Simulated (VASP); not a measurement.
Data:

```
GaIn3N4
1.0
   -0.00551     4.86424     4.87675
    4.86424    -0.00551     4.87675
    2.42936     2.42936     0.00000
In N Ga
3 4 1
Direct
  0.99936   0.99936   0.00128
  0.99968   0.50061   0.99971
  0.50061   0.99968   0.99971
  0.12509   0.12509   0.24981
  0.14835   0.61744   0.23422
  0.61744   0.14835   0.23422
  0.61079   0.61079   0.27842
  0.49869   0.49869   0.00263
```

Level of theory: PBEsol GGA, VASP's PBE PAW potentials (set 64) (plane waves; VASP). Run with 520 eV cut-off, Gaussian smearing of 0.050 eV, potentials In_d N Ga_d.

Unless said otherwise, spin-orbit coupling is left out, though it shifts the bands of the heavy elements here.

### Question
What does the run give for the band gap (along the path) with the smallest direct gap where there is one?

### Answer

The band gap (along the path) comes out as none (metal, semimetal or under 0.01 eV).

Only differences to runs with the same potentials and settings are physical.

The structure was generated: GaIn3N4 was put into an ordered model structure (Amm2), which need not be its known phase. It was relaxed first.
